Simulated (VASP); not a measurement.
Data:

```
CELL_PARAMETERS angstrom
      0.00000     2.94401     2.94401
      2.94401     0.00000     2.94401
     11.76096    11.76096     0.01510
ATOMIC_POSITIONS crystal
  In 0.01009 0.01009 0.99243
  In 0.99190 0.99190 0.25608
  As 0.24871 0.24871 0.06347
  As 0.23079 0.23079 0.32690
  As 0.25057 0.25057 0.56207
  As 0.26898 0.26898 0.79826
  Al 0.99062 0.99062 0.50704
  Al 0.00833 0.00833 0.74375
```

Calculation: PBEsol GGA, VASP's PBE PAW potentials (set 64) (plane waves; VASP 6.6.1). Numerical set-up: 400 eV cut-off, 7×7×2 Γ-centred mesh, tetrahedra with Blöchl corrections, potentials In_d As Al.

The cores are frozen, which limits the accuracy of field gradients.

Problem. Give the principal components of the electric field gradient (V/Å²) and the asymmetry η at each nucleus.

Solution. 
```json
[
 {"atom": "In1", "Vxx": "-4.7", "Vyy": "-4.7", "Vzz": "9.4", "η": "0.00"},
 {"atom": "In2", "Vxx": "-6.1", "Vyy": "-6.1", "Vzz": "12.3", "η": "0.00"},
 {"atom": "As3", "Vxx": "-17.3", "Vyy": "-17.3", "Vzz": "34.6", "η": "0.00"},
 {"atom": "As4", "Vxx": "8.5", "Vyy": "8.5", "Vzz": "-16.9", "η": "0.00"},
 {"atom": "As5", "Vxx": "15.5", "Vyy": "15.5", "Vzz": "-31.0", "η": "0.00"},
 {"atom": "As6", "Vxx": "-10.0", "Vyy": "-10.0", "Vzz": "20.0", "η": "0.00"},
 {"atom": "Al7", "Vxx": "1.8", "Vyy": "1.8", "Vzz": "-3.5", "η": "0.00"},
 {"atom": "Al8", "Vxx": "2.0", "Vyy": "2.0", "Vzz": "-4.0", "η": "0.00"}
]
```

The structure was generated: Al2In2As4 was put into an ordered model structure (R3m), which need not be its known phase. It was relaxed first.
